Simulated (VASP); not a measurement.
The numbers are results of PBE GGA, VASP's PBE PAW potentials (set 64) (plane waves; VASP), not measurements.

The input files of a VASP run:

**INCAR**
```
SYSTEM = NaI
PREC = Accurate; ENCUT = 500; LREAL = .FALSE.
LASPH = .TRUE.
EDIFF = 1E-6; NELM = 100; ALGO = Normal
LMAXMIX = 4
ISMEAR = 0; SIGMA = 0.05
GGA = PE
IBRION = 2; NSW = 40; ISIF = 3
EDIFFG = -0.02; PSTRESS = 100
LWAVE = .FALSE.; LCHARG = .FALSE.
```

File POSCAR:
```
NaI
1.0
  0.0000000000   3.0503259028   3.0503259028
  3.0503259028   0.0000000000   3.0503259028
  3.0503259028   3.0503259028   0.0000000000
Na I
1 1
Direct
  0.0000000000   0.0000000000   0.0000000000
  0.5000000000   0.5000000000   0.5000000000
```

KPOINTS:
```
Automatic mesh
0
Gamma
8 8 8
0 0 0
```

POTCAR, in this order: Na_pv I (PBE.64 set). Program: vasp_std.

Task: What will the output report for the number of irreducible k-points (NKPTS), largest plane-wave count, number of space-group operations, FFT grid (NGX, NGY, NGZ)?

Result: 
```yaml
number of irreducible k-points (NKPTS): 29
largest_plane_wave_count: 1459
number_of_space_group_operations: 48
FFT grid (NGX, NGY, NGZ): 32 × 32 × 32
```

The compound is NaI in the rock salt structure. This run relaxes it under an external pressure of 10 GPa. Symmetry was kept, so distortions that lower it aren't found.
